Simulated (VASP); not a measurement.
The system is SiCl2H2, in a box.

```
Si Cl H
1.0
    13.00629    0.00000    0.00000
     0.00000   13.50629    0.00000
     0.00000    0.00000   14.00629
Si Cl H
1 2 2
Direct
  0.50046 0.51363 0.49716
  0.41036 0.40695 0.43485
  0.58280 0.45260 0.60742
  0.57346 0.55205 0.42480
  0.43287 0.59229 0.53605
```

Base run:

```yaml
Program: VASP 6.6.1
Functional: PBEsol
Potentials_or_basis: VASP PAW PBE potentials, release 64 (Si, Cl, H)
Cutoff: 400 eV
k_mesh: 1 × 1 × 1
Occupations: gaussian, width 0.01 eV
Spin: no spin polarisation
```

Its results: gap between the frontier levels 6.49 eV; largest force 0.269 eV/Å.

Task: After a change of settings the same cell gave: gap between the frontier levels 6.39 eV; largest force 0.418 eV/Å. Which change was it?
A. functional from PBEsol to RPBE; dispersion from none to D3(BJ)
B. functional from PBEsol to RPBE
C. functional from PBEsol to LDA; potentials or basis from VASP PAW PBE potentials, release 64 (Si, Cl, H) to VASP PAW LDA potentials, release 64 (Si, Cl, H)

Result: C.

Caveats: the PAW data sets were made with another functional, which shifts forces and pressure a little (some runs).

Runs at the PBE level aren't shown here.
